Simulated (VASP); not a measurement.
# KAgF2 (R-3m) in VASP: a series of runs, part 2 of 2

VASP 6.6.1.

## (4) Single point, PBE, non-collinear spin, zero start, spin-orbit coupling

This run uses another cell than the first one, of 16.54 Å³/atom, 0.937 times its volume.

Input file INCAR:

```
SYSTEM = KAgF2
PREC     = Accurate       ! precision mode
ENCUT    = 520            ! plane-wave cutoff, eV
EDIFF    = 1E-7           ! SCF threshold, eV
ISMEAR   = 0              ! smearing method
SIGMA    = 0.01           ! smearing width, eV
LREAL    = .False.        ! projectors in reciprocal space
LASPH    = .True.         ! aspherical terms in the spheres
NELM     = 150            ! most SCF steps
ALGO     = Normal         ! electronic algorithm
ISIF     = 2              ! what is computed and relaxed
LWAVE    = .False.        ! write WAVECAR
LCHARG   = .True.         ! write CHGCAR
MAGMOM   = 0 0 0 0 0 0 0 0 0 0 0 0 ! initial moments
LORBIT   = 11             ! projections on sites
LSORBIT  = .True.         ! spin-orbit coupling
GGA_COMPAT= .False.      
LORBMOM  = .True.       
LMAXMIX  = 4              ! l up to which the mixer works
GGA      = PE             ! functional
LVHAR    = .True.       
NBANDS   = 48             ! bands
```

Input file KPOINTS:

```
Automatic mesh
0
Gamma
  8 8 8
  0 0 0
```

Input file POSCAR:

```
KAgF2
1.0
    1.8256097511      1.0540162812      5.7317522169
   -1.8256097511      1.0540162812      5.7317522169
    0.0000000000     -2.1080325625      5.7317522169
K Ag F
1 1 2
Direct
    1.0000000000      0.0000000000      0.0000000000
    0.5000000000      0.5000000000      0.5000000000
    0.2438231091      0.2438231091      0.2438231091
    0.7561768909      0.7561768909      0.7561768909
```

Potentials or basis: VASP PAW PBE potentials, release 64 (K_sv, Ag, F).

On the command line:

```console
$ cat potpaw_PBE.64/K_sv/POTCAR potpaw_PBE.64/Ag/POTCAR potpaw_PBE.64/F/POTCAR > POTCAR
$ mpirun -np 1 vasp_ncl > vasp.out
```

OUTCAR:

```text
SYSTEM = KAgF2
   PREC = Accurate
   ENCUT = 520
   EDIFF = 1E-7
   ISMEAR = 0
   LREAL = .False.
   LASPH = .True.
   NELM = 150
   ISIF = 2
   LORBIT = 11
   LSORBIT = .True.
   GGA = PE

 ion  position               nearest neighbor table
   1  0.000  0.000  0.000-   4 2.61   4 2.61   3 2.61   3 2.61   4 2.61   3 2.61   2 3.56   2 3.56
                             2 3.56   2 3.56   2 3.56   2 3.56
   2  0.500  0.500  0.500-   3 2.49   3 2.49   4 2.49   4 2.49   3 2.49   4 2.49   1 3.56   1 3.56
                             1 3.56   1 3.56   1 3.56   1 3.56
   3  0.244  0.244  0.244-   2 2.49   2 2.49   2 2.49   1 2.61   1 2.61   1 2.61
   4  0.756  0.756  0.756-   2 2.49   2 2.49   2 2.49   1 2.61   1 2.61   1 2.61

  LATTYP: Found a trigonal (rhomboedric) cell.
 ALAT       =     6.1071093621
 COS(alpha) =     0.8212794489

  Lattice vectors:

 A1 = (   1.8256097511,   1.0540162812,   5.7317522169)
 A2 = (  -1.8256097511,   1.0540162812,   5.7317522169)
 A3 = (   0.0000000000,  -2.1080325625,   5.7317522169)

Analysis of symmetry for initial positions (statically):
=====================================================================
 Subroutine PRICEL returns:
 Original cell was already a primitive cell.

 Routine SETGRP: Setting up the symmetry group for a
 trigonal (rhombohedral) supercell.

 Subroutine GETGRP returns: Found 12 space group operations
 (whereof 12 operations were pure point group operations)
 out of a pool of 12 trial point group operations.

The static configuration has the point symmetry D_3d.

Analysis of symmetry for dynamics (positions and initial velocities):
=====================================================================
 Subroutine PRICEL returns:
 Original cell was already a primitive cell.

 Routine SETGRP: Setting up the symmetry group for a
 trigonal (rhombohedral) supercell.

 Subroutine GETGRP returns: Found 12 space group operations
 (whereof 12 operations were pure point group operations)
 out of a pool of 12 trial point group operations.

The dynamic configuration has the point symmetry D_3d.

Analysis of structural, dynamic, and magnetic symmetry:
=====================================================================
 Subroutine PRICEL returns:
 Original cell was already a primitive cell.

 Routine SETGRP: Setting up the symmetry group for a
 trigonal (rhombohedral) supercell.

 Subroutine GETGRP returns: Found 12 space group operations
 (whereof 12 operations were pure point group operations)
 out of a pool of 12 trial point group operations.

The overall configuration has the point symmetry D_3d.

 Subroutine INISYM returns: Found 12 space group operations
 (whereof 12 operations are pure point group operations),
 and found     1 'primitive' translations

----------------------------------------------------------------------------------------

                                     Primitive cell

  volume of cell :      66.1750

  direct lattice vectors                    reciprocal lattice vectors
     1.825609751  1.054016281  5.731752217     0.273881096  0.158125325  0.058155573
    -1.825609751  1.054016281  5.731752217    -0.273881096  0.158125325  0.058155573
[... 1337 lines left out ...]
  Total        1.3115787      1.3115787      1.2294544     -0.0000000     -0.0000000      0.0000000
  in kB       31.7549195     31.7549195     29.7665898     -0.0000000     -0.0000000      0.0000000
  external PRESSURE =      31.0921429 kB  Pullay stress =       0.0000000 kB

 VOLUME and BASIS-vectors are now :
 -----------------------------------------------------------------------------
  energy-cutoff  :      520.00
  volume of cell :       66.17
      direct lattice vectors                 reciprocal lattice vectors
     1.825609751  1.054016281  5.731752217     0.273881096  0.158125325  0.058155573
    -1.825609751  1.054016281  5.731752217    -0.273881096  0.158125325  0.058155573
     0.000000000 -2.108032563  5.731752217     0.000000000 -0.316250649  0.058155573

 POSITION                                       TOTAL-FORCE (eV/Angst)
 -----------------------------------------------------------------------------------
      0.00000      0.00000      0.00000         0.000000      0.000000      0.000000
      0.00000     -0.00000      8.59763         0.000000      0.000000      0.000000
      0.00000     -0.00000      4.19260         0.000000     -0.000000      0.058369
      0.00000     -0.00000     13.00266         0.000000      0.000000     -0.058369
 -----------------------------------------------------------------------------------
    total drift:                                0.000000      0.000000     -0.000000

  FREE ENERGIE OF THE ION-ELECTRON SYSTEM (eV)
  ---------------------------------------------------
  free  energy   TOTEN  =       -14.6481104851 eV

  energy  without entropy=      -14.6481104851  energy(sigma->0) =      -14.64811049

 orbital moment (x)

 # of ion     p       d       tot
 ----------------------------------------
  1        -0.000  -0.000  -0.000
  2        -0.000   0.000   0.000
  3         0.000   0.000   0.000
  4         0.000   0.000   0.000
 ----------------------------------------
            0.000  -0.000   0.000

 orbital moment (y)

 # of ion     p       d       tot
 ----------------------------------------
  1        -0.000   0.000   0.000
  2        -0.000   0.000  -0.000
  3        -0.000   0.000  -0.000
  4         0.000   0.000   0.000
 ----------------------------------------
            0.000   0.000   0.000

 orbital moment (z)

 # of ion     p       d       tot
 ----------------------------------------
  1         0.000   0.000   0.000
  2        -0.000   0.000  -0.000
  3         0.000   0.000   0.000
  4         0.000   0.000   0.000
 ----------------------------------------
           -0.000   0.000  -0.000

 Spin-Orbit-Coupling matrix elements

 Ion:    1  E_soc:     -0.0079887
 l=   1
     0.0000000    -0.0013320    -0.0013295
    -0.0013320     0.0000000    -0.0013320
    -0.0013295    -0.0013320     0.0000000
 l=   2
     0.0000000    -0.0000001     0.0000000    -0.0000001    -0.0000001
    -0.0000001     0.0000000    -0.0000001    -0.0000001    -0.0000001
     0.0000000    -0.0000001     0.0000000    -0.0000001     0.0000000
    -0.0000001    -0.0000001    -0.0000001     0.0000000    -0.0000001
    -0.0000001    -0.0000001     0.0000000    -0.0000001     0.0000000
 l=   3
     0.0000000     0.0000000     0.0000000     0.0000000     0.0000000     0.0000000     0.0000000
     0.0000000     0.0000000     0.0000000     0.0000000     0.0000000     0.0000000     0.0000000
     0.0000000     0.0000000     0.0000000     0.0000000     0.0000000     0.0000000     0.0000000
     0.0000000     0.0000000     0.0000000     0.0000000     0.0000000     0.0000000     0.0000000
[... 49 lines left out ...]
 l=   2
     0.0000000     0.0000000     0.0000000     0.0000000     0.0000000
     0.0000000     0.0000000     0.0000000     0.0000000     0.0000000
     0.0000000     0.0000000     0.0000000     0.0000000     0.0000000
     0.0000000     0.0000000     0.0000000     0.0000000     0.0000000
     0.0000000     0.0000000     0.0000000     0.0000000     0.0000000
 l=   3
     0.0000000     0.0000000     0.0000000     0.0000000     0.0000000     0.0000000     0.0000000
     0.0000000     0.0000000     0.0000000     0.0000000     0.0000000     0.0000000     0.0000000
     0.0000000     0.0000000     0.0000000     0.0000000     0.0000000     0.0000000     0.0000000
     0.0000000     0.0000000     0.0000000     0.0000000     0.0000000     0.0000000     0.0000000
     0.0000000     0.0000000     0.0000000     0.0000000     0.0000000     0.0000000     0.0000000
     0.0000000     0.0000000     0.0000000     0.0000000     0.0000000     0.0000000     0.0000000
     0.0000000     0.0000000     0.0000000     0.0000000     0.0000000     0.0000000     0.0000000

 total charge

# of ion       s       p       d       tot
------------------------------------------
    1        1.960   5.598   0.039   7.597
    2        0.145   0.108   9.426   9.679
    3        1.737   4.318   0.000   6.055
    4        1.737   4.318   0.000   6.055
--------------------------------------------------
tot          5.578  14.342   9.465  29.385

 magnetization (x)

# of ion       s       p       d       tot
------------------------------------------
    1       -0.000   0.000  -0.000  -0.000
    2       -0.000  -0.000   0.000  -0.000
    3        0.000   0.000   0.000   0.000
    4        0.000   0.000   0.000   0.000
--------------------------------------------------
tot         -0.000   0.000   0.000  -0.000

 magnetization (y)

# of ion       s       p       d       tot
------------------------------------------
    1        0.000   0.000   0.000   0.000
    2       -0.000   0.000   0.000  -0.000
    3        0.000   0.000   0.000   0.000
    4        0.000   0.000   0.000   0.000
--------------------------------------------------
tot         -0.000   0.000   0.000  -0.000

 magnetization (z)

# of ion       s       p       d       tot
------------------------------------------
    1        0.000   0.000   0.000   0.000
    2        0.000   0.000   0.000   0.000
    3        0.000   0.000   0.000   0.000
    4        0.000   0.000   0.000   0.000
--------------------------------------------------
tot          0.000   0.000   0.000   0.000
```

It took 12 min on 1 thread of Intel Xeon 6975P-C (Granite Rapids), shared host; peak memory 0.9 GiB.

Results:

```
Free energy                                           : -14.6481 eV
Pressure                                              : 3.1 GPa
Largest force                                         : 0.058 eV/Å
Net moment                                            : 0.00 μB per cell
Valence electrons inside the program's atomic spheres : K 7.60; Ag 9.68; F 6.05
```

Forces on the atoms (eV/Å):
```
K    0.000  0.000  0.000
Ag   0.000  0.000  0.000
F    0.000  0.000  0.058
F    0.000  0.000 -0.058
```

Stress tensor (GPa, compression positive):
```
3.18 0.00 0.00
0.00 3.18 0.00
0.00 0.00 2.98
```

Moments on the atoms (μB; x, y, z):
```
K   0.00 0.00 0.00
Ag  0.00 0.00 0.00
F   0.00 0.00 0.00
F   0.00 0.00 0.00
```

## (5) The runs side by side

```csv
task,spin,cell,cutoff (eV),smearing,gap on the mesh (eV),pressure (GPa),largest force (eV/Å)
single point,off,"R-3m, 17.66 Å³/atom",520,fermi-dirac 0.02 eV,1.78,-0.1,0.02
relaxation of cell and atoms,off,relaxed,600,fermi-dirac 0.02 eV,1.76,0.0,-
single point,"non-collinear, zero start, SOC","R-3m, 16.54 Å³/atom",520,gaussian 0.01 eV,-,3.1,0.06
```

Alike in all rows: level PBE; potentials or basis VASP PAW PBE potentials, release 64 (K_sv, Ag, F); k mesh 8 × 8 × 8.

Caveats: the volume moved by over 15 % at a fixed basis, so the end points are rough (some runs).

Absolute energies hang on the potentials; compare differences alone.
